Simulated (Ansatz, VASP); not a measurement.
## Cross-check of Ta (Ta wire along [100], 25 atoms a period) between VASP and Ansatz

One calculation is typed for both programs; each brings its own data sets. How far apart do they land? The structure shown is the start of the Ansatz relaxation below; VASP solves that cell, so the two are compared at the walk's first step.

Main program and level: Ansatz 0.2.0; plane waves, with VASP 6.6.1 beside it; single point at PBE.

## Step 1: The structure

The cell holds 25 atoms: 25 Ta. Cell: a = 20.080 Å, b = 20.080 Å, c = 3.320 Å, α = 90.0°, β = 90.0°, γ = 90.0°. Vacuum lies along a and b. The structure's axis is c.

## Step 2: Ansatz: relaxation, PBE

Ansatz runs on its PAW soft_1 files.

The two programs are compared at the cell with which this relaxation starts, whose forces are those of its first step.

Input file input.yaml:

```yaml
crystal:
  lattice:
    - [20.08, 0.0, 0.0]
    - [0.0, 20.08, 0.0]
    - [0.0, 0.0, 3.32]
  atoms:
    - { symbol: Ta, position: [0.169322709, 0.5, 0.0] }
    - { symbol: Ta, position: [0.334661355, 0.334661355, 0.0] }
    - { symbol: Ta, position: [0.334661355, 0.5, 0.0] }
    - { symbol: Ta, position: [0.334661355, 0.665338645, 0.0] }
    - { symbol: Ta, position: [0.5, 0.169322709, 0.0] }
    - { symbol: Ta, position: [0.5, 0.334661355, 0.0] }
    - { symbol: Ta, position: [0.5, 0.5, 0.0] }
    - { symbol: Ta, position: [0.5, 0.665338645, 0.0] }
    - { symbol: Ta, position: [0.5, 0.830677291, 0.0] }
    - { symbol: Ta, position: [0.665338645, 0.334661355, 0.0] }
    - { symbol: Ta, position: [0.665338645, 0.5, 0.0] }
    - { symbol: Ta, position: [0.665338645, 0.665338645, 0.0] }
    - { symbol: Ta, position: [0.830677291, 0.5, 0.0] }
    - { symbol: Ta, position: [0.251992032, 0.417330677, 0.5] }
    - { symbol: Ta, position: [0.251992032, 0.582669323, 0.5] }
    - { symbol: Ta, position: [0.417330677, 0.251992032, 0.5] }
    - { symbol: Ta, position: [0.417330677, 0.417330677, 0.5] }
    - { symbol: Ta, position: [0.417330677, 0.582669323, 0.5] }
    - { symbol: Ta, position: [0.417330677, 0.748007968, 0.5] }
    - { symbol: Ta, position: [0.582669323, 0.251992032, 0.5] }
    - { symbol: Ta, position: [0.582669323, 0.417330677, 0.5] }
    - { symbol: Ta, position: [0.582669323, 0.582669323, 0.5] }
    - { symbol: Ta, position: [0.582669323, 0.748007968, 0.5] }
    - { symbol: Ta, position: [0.748007968, 0.417330677, 0.5] }
    - { symbol: Ta, position: [0.748007968, 0.582669323, 0.5] }
kpoints:
  mp_grid: { grid: [1, 1, 25] }
scf:
  occupations: { method: fermi_dirac, width: 0.05 }
hamiltonian:
  xc: pbe
  pseudopotentials: { kind: paw, azcp: { folder: soft_1 } }
relax:
  cell: { fix: [a, b, alpha, beta, gamma] }
  max_steps: 45
  f_tol: 0.03
```

The run is started by

```sh
$ ansatz run input.yaml --threads 16 --pin off --max-ram 61440MiB --backend cuda --events-out ev --progress --plain --runs-dir out --max-vram 78GiB
```

Numbers of over 12 decimals in the logs are rounded to 6 here.

The program printed:

```text
Engine: ansatz 0.2.0, aarch64-unknown-linux-gnu
Pseudopotentials: kind: paw
Pseudopotential: Ta, paw, valence charge 13, recommended cutoff 420 eV (normal), soft_1/Ta.paw.azcp
Functional definition: PBE
  parameter kappa = 0.804
  parameter beta = 0.066725
  exchange = pbe_x(kappa = kappa, mu = beta*pi^2/3)
  correlation = pbe_c(beta = beta)
[...]
Crystal: 25 atoms, lattice volume = 1338.645 Å³
Basis set: ecut = 420 eV, 26235 PW (Γ), exchange–correlation on 270×270×48 points (8 copies of the dense FFT grid, shifted against one another)
Bands: 195, of which v1, the nominal top of the filled ones, is band 163 counted from 1 (162 counted from 0)
Symmetry: 16 space group operations
Space group: P4/mmm (ITA 123), of the structure as read, at distance tolerance 1.1e-4 Å
k-points: 13 of 25
Non-local potential: Ta, projectors of the file, l = 0: 3, l = 1: 2, l = 2: 2, l = 3: 1
PAW form: soft (Blöchl's): semilocal exchange-correlation on the pseudo side does not see the compensation charge
PAW one-centre angular grid: Ta, 590 points (default); XC on 64 Gauss nodes
Initial density: superposition of atomic densities (neutral atoms: chi_scale 0, normalization atom)
Initial wavefunctions: pseudopotential atomic-orbital guess
[...]
Functional: x = pbe(κ = 0.804, μ = 0.219515), c = pbe(β = 0.066725)
SCF iter   1: F=—  HF=-248331.076548 eV  |F-HF|=—  |Δ(HF+E_count)|=         —  Δρ=4.18e-2  dr2=3.60e2  ethr=3.10e-3  ⟨swp⟩=11.9  Hψ=12468  notcnv=0  defer=25
preconditioner: auto → LDOS  [metal: Δε(μ)=0.005 eV  Ē_g=4.071 eV  σ=0.050 eV  W_gap=0.03  n_scr=218 (ndim 8)  ℏωp=11.3 eV  f_vac=0.530  D(μ)=34.15/eV (n_scr^D=218)  β→1.0]
SCF iter   2: F=—  HF=-248315.529558 eV  |F-HF|=—  |Δ(HF+E_count)|=    1.55e1  Δρ=3.55e-2  dr2=1.93e2  ethr=3.10e-3  ⟨swp⟩=7.5  Hψ=8348  notcnv=0  defer=142
[...]
SCF iter  12: F=-248307.154878 eV  HF=-248307.154878 eV  |F-HF|=1.56e-8  |Δ(HF+E_count)|=   9.93e-8  Δρ=7.64e-7  dr2=7.20e-9  ethr=3.08e-11  ⟨swp⟩=3.3  Hψ=8694  notcnv=0
SCF 1 converged in 12 iterations: F = -248307.154878 eV  dr2 = 7.20e-9
  greatest PAW one-centre occupation: 0.999 electrons in one spin orbital (limit 2), on the Ta atom at site 7 (counted from 0), in its partial waves of l = 0
relax step   1: F+E_penalty+E_count = -248307.15487815 eV  Δ(F+E_penalty+E_count) = +0.000e0 eV  max|allowed force component| = 2.414e0 eV/Å  Δτ_max = 0.0000 Å  P = -4.189 GPa  Ω = 1338.645 Å³  fix = [a, b, alpha, beta, gamma]  reactions: a -3.679, b -3.679 GPa  (12 SCF iters, dr2 threshold 1.00e-7 eV, accepted)
[...]
relax step   2: F+E_penalty+E_count = -248309.30443751 eV  Δ(F+E_penalty+E_count) = -2.150e0 eV  max|allowed force component| = 3.075e-1 eV/Å  Δτ_max = 0.1949 Å  P = -0.349 GPa  Ω = 1296.463 Å³  energy of the carried Pulay correction = +3.076e-3 eV  fix = [a, b, alpha, beta, gamma]  reactions: a -0.421, b -0.421 GPa  (8 SCF iters, dr2 threshold 2.50e-6 eV, accepted)
[...]
relax step   3: F+E_penalty+E_count = -248309.36034154 eV  Δ(F+E_penalty+E_count) = -5.590e-2 eV  max|allowed force component| = 8.034e-2 eV/Å  Δτ_max = 0.0659 Å  P = +0.042 GPa  Ω = 1300.790 Å³  energy of the carried Pulay correction = +2.756e-3 eV  fix = [a, b, alpha, beta, gamma]  reactions: a +0.115, b +0.115 GPa  (8 SCF iters, dr2 threshold 2.50e-6 eV, accepted)
[...]
relax step   4: F+E_penalty+E_count = -248309.36753559 eV  Δ(F+E_penalty+E_count) = -7.194e-3 eV  max|allowed force component| = 2.770e-2 eV/Å  Δτ_max = 0.0191 Å  P = -0.021 GPa  Ω = 1296.205 Å³  energy of the carried Pulay correction = +3.095e-3 eV  fix = [a, b, alpha, beta, gamma]  reactions: a -0.036, b -0.036 GPa  (7 SCF iters, dr2 threshold 4.03e-7 eV, accepted)
[...]
relax step   5: F+E_penalty+E_count = -248309.36458001 eV  Δ(F+E_penalty+E_count) = +2.956e-3 eV  max|allowed force component| = 2.776e-2 eV/Å  Δτ_max = 0.0000 Å  P = -0.021 GPa  Ω = 1296.205 Å³  fix = [a, b, alpha, beta, gamma]  reactions: a -0.036, b -0.036 GPa  stress off target by 7.65e-3 GPa on what of the cell is left free  SCF on the basis re-selected at this cell (its energy is not comparable with the rows above)  (7 SCF iters)
[...]
SCF converged after 7 iterations
[...]
k-point 12: bands = ["-63.7888", "-63.7888", "-63.7888", "-63.7888", "-63.6162", "-63.6161", "-63.6161", "-63.6161", "-63.5412", "-63.5412", "-63.5412", "-63.5412", "-63.5362", "-63.5362", "-63.5362", "-63.5362", "-63.2850", "-63.2756", "-63.2756", "-63.2755", "-63.2739", "-63.2354", "-63.2328", "-63.2328", "-63.2300", "-30.8430", "-30.8161", "-30.8161", "-30.7837", "-30.7586", "-30.7518", "-30.7518", "-30.7213", " [...]
--- Relaxed structure (4 steps of the walk, 4 accepted, 1 SCFs on fresh bases) ---
  F+E_penalty+E_count = -248309.36458001 eV   max|allowed force component| = 2.776e-2 eV/Å   (the final SCF, on the basis selected at the relaxed cell)
  cell:  # Å, volume = 1296.2053 Å³
    - [20.08, 0.0, 0.0]
    - [0.0, 20.08, 0.0]
    - [0.0, 0.0, 3.214744]
  atoms:
    - { symbol: Ta, position: [0.181686, 0.500000, 0.0] }
    - { symbol: Ta, position: [0.335707, 0.335707, 0.0] }
    - { symbol: Ta, position: [0.335417, 0.500000, 0.0] }
    - { symbol: Ta, position: [0.335707, 0.664293, 0.0] }
    - { symbol: Ta, position: [0.500000, 0.181686, 0.0] }
    - { symbol: Ta, position: [0.500000, 0.335417, 0.0] }
    - { symbol: Ta, position: [0.500000, 0.500000, 0.0] }
    - { symbol: Ta, position: [0.500000, 0.664583, 0.0] }
    - { symbol: Ta, position: [0.500000, 0.818314, 0.0] }
    - { symbol: Ta, position: [0.664293, 0.335707, 0.0] }
    - { symbol: Ta, position: [0.664583, 0.500000, 0.0] }
    - { symbol: Ta, position: [0.664293, 0.664293, 0.0] }
    - { symbol: Ta, position: [0.818314, 0.500000, 0.0] }
    - { symbol: Ta, position: [0.253374, 0.419025, 0.5] }
    - { symbol: Ta, position: [0.253374, 0.580975, 0.5] }
    - { symbol: Ta, position: [0.419025, 0.253374, 0.5] }
    - { symbol: Ta, position: [0.416038, 0.416038, 0.5] }
    - { symbol: Ta, position: [0.416038, 0.583962, 0.5] }
    - { symbol: Ta, position: [0.419025, 0.746626, 0.5] }
    - { symbol: Ta, position: [0.580975, 0.253374, 0.5] }
    - { symbol: Ta, position: [0.583962, 0.416038, 0.5] }
    - { symbol: Ta, position: [0.583962, 0.583962, 0.5] }
    - { symbol: Ta, position: [0.580975, 0.746626, 0.5] }
    - { symbol: Ta, position: [0.746626, 0.419025, 0.5] }
    - { symbol: Ta, position: [0.746626, 0.580975, 0.5] }
```

[end of part 1 of 2]

[Lines on the potential files, build, host, timing and source positions are cut from VASP's logs without a mark.]

[Logs are printed without paths, hosts, clocks, repeated set-up lines and the standing remarks that a program may print on its own settings, such as how far it seeks lower states.]

[Hosts, paths, dates, database ids (printed as entryN), source tags and the programs' standing remarks are cut or masked in the printed files.]
